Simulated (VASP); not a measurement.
Output of a VASP run:

OSZICAR:
```
       N       E                     dE             d eps       ncg     rms          rms(c)
DAV:   1     0.281342544117E+03    0.28134E+03   -0.17755E+04  5408   0.170E+03
DAV:   2    -0.131733545215E+02   -0.29452E+03   -0.28869E+03  5712   0.492E+02
DAV:   3    -0.196282535581E+02   -0.64549E+01   -0.63248E+01  5560   0.787E+01
DAV:   4    -0.196845166217E+02   -0.56263E-01   -0.56213E-01  6622   0.689E+00
DAV:   5    -0.196855323493E+02   -0.10157E-02   -0.10157E-02  5802   0.788E-01    0.196E+01
DAV:   6    -0.184902262651E+02    0.11953E+01   -0.30195E+00  5460   0.185E+01    0.574E+00
DAV:   7    -0.183915881572E+02    0.98638E-01   -0.31428E-01  5542   0.545E+00    0.123E+00
DAV:   8    -0.183827935631E+02    0.87946E-02   -0.84560E-03  5500   0.111E+00    0.157E-01
DAV:   9    -0.183828437035E+02   -0.50140E-04   -0.49774E-04  7138   0.232E-01    0.516E-02
DAV:  10    -0.183828515634E+02   -0.78599E-05   -0.18401E-05  5704   0.454E-02    0.122E-02
DAV:  11    -0.183828557240E+02   -0.41606E-05   -0.14449E-06  3652   0.126E-02    0.403E-03
DAV:  12    -0.183828549475E+02    0.77655E-06   -0.14115E-07  2788   0.390E-03
   1 F= -.15133027E+02 E0= -.15133184E+02  d E =-.151330E+02
       N       E                     dE             d eps       ncg     rms          rms(c)
DAV:   1    -0.184021681687E+02   -0.19312E-01   -0.97620E-01  5452   0.870E+00    0.979E-01
DAV:   2    -0.183817772111E+02    0.20391E-01   -0.29152E-02  5446   0.171E+00    0.415E-01
DAV:   3    -0.183772835363E+02    0.44937E-02   -0.14831E-02  6530   0.891E-01    0.887E-02
DAV:   4    -0.183773138914E+02   -0.30355E-04   -0.43326E-04  6560   0.243E-01    0.501E-02
DAV:   5    -0.183773223493E+02   -0.84579E-05   -0.45324E-05  7224   0.448E-02    0.185E-02
DAV:   6    -0.183773223169E+02    0.32353E-07   -0.34752E-06  4462   0.204E-02
   2 F= -.15132512E+02 E0= -.15132727E+02  d E =0.514781E-03
       N       E                     dE             d eps       ncg     rms          rms(c)
DAV:   1    -0.183894223029E+02   -0.12100E-01   -0.31207E-01  5454   0.493E+00    0.555E-01
DAV:   2    -0.183828163935E+02    0.66059E-02   -0.96538E-03  5446   0.971E-01    0.233E-01
DAV:   3    -0.183813857846E+02    0.14306E-02   -0.46854E-03  6526   0.496E-01    0.497E-02
DAV:   4    -0.183813913266E+02   -0.55421E-05   -0.13189E-04  6536   0.134E-01    0.281E-02
DAV:   5    -0.183813925302E+02   -0.12036E-05   -0.14562E-05  7198   0.256E-02    0.103E-02
DAV:   6    -0.183813924294E+02    0.10080E-06   -0.10838E-06  3138   0.116E-02
   3 F= -.15133722E+02 E0= -.15133918E+02  d E =-.694853E-03
```

### OUTCAR
```
------------------------ aborting loop because EDIFF is reached ----------------------------------------
  FORCE on cell =-STRESS in cart. coord.  units (eV):
  Direction    XX          YY          ZZ          XY          YZ          ZX
  --------------------------------------------------------------------------------------
  Total        3.2815668      3.2815673      3.2703094     -0.0000000      0.0000000     -0.0000000
  in kB      202.0874022    202.0874349    201.3941454     -0.0000000      0.0000000     -0.0000000
  external PRESSURE =       1.8563275 kB  Pullay stress =     200.0000000 kB
  volume of cell :       26.02
      direct lattice vectors                 reciprocal lattice vectors
     1.335023425 -2.312328589 -0.000000000     0.374525263 -0.216232244  0.000000000
     1.335023425  2.312328589 -0.000000000     0.374525263  0.216232244 -0.000000000
     0.000000000  0.000000000  4.213899363     0.000000000 -0.000000000  0.237309891
 POSITION                                       TOTAL-FORCE (eV/Angst)
 -----------------------------------------------------------------------------------
      1.33502      0.77078      1.05347         0.000000      0.000000      0.000000
      1.33502     -0.77078      3.16042        -0.000000     -0.000000      0.000000
 -----------------------------------------------------------------------------------
    total drift:                               -0.000000      0.000489     -0.000045
  FREE ENERGIE OF THE ION-ELECTRON SYSTEM (eV)
  ---------------------------------------------------
  free  energy   TOTEN  =       -18.3813924294 eV

  energy  without entropy=      -18.3819814037  energy(sigma->0) =      -18.38158875
  enthalpy is  TOTEN    =       -15.1337216076 eV   P V=        3.2476708219

 reached required accuracy - stopping structural energy minimisation
```
(Selected blocks of OUTCAR.)

**POSCAR**
```
Ru
1
    1.3332484720    -2.3092542671     0.0000000000
    1.3332484720     2.3092542671    -0.0000000000
   -0.0000000000     0.0000000000     4.2279334588
Ru
2
Direct
  0.3333330000   0.6666670000   0.2500000000
  0.6666670000   0.3333330000   0.7500000000
```

**Question.** Reconstruct the remaining input files.

**Answer.** One answer among several that fit: the input of the run itself, PBE GGA, plane waves, VASP's PBE PAW potentials (set 64).

**KPOINTS**
```
K-points
0
G
 16 16 9
```

**INCAR**
```
! general
SYSTEM   =  Ru
PREC     =  Accurate
ENCUT    =  500
LREAL    =  F
LASPH    =  T

! electronic loop
EDIFF    =  1E-6
NELM     =  100
ALGO     =  Normal
LMAXMIX  =  4

! smearing
ISMEAR   =  1
SIGMA    =  0.1

! functional
GGA      =  PE

! ions
IBRION   =  2
NSW      =  40
ISIF     =  3
EDIFFG   =  -0.02
PSTRESS  =  200

! output
LWAVE    =  F
LCHARG   =  F
```

POTCAR, in this order: Ru_pv (PBE.64 set). Program: vasp_std.

The compound is Ru in the hcp structure. This run relaxes it under an external pressure of 20 GPa. Symmetry was kept, so distortions that lower it aren't found.
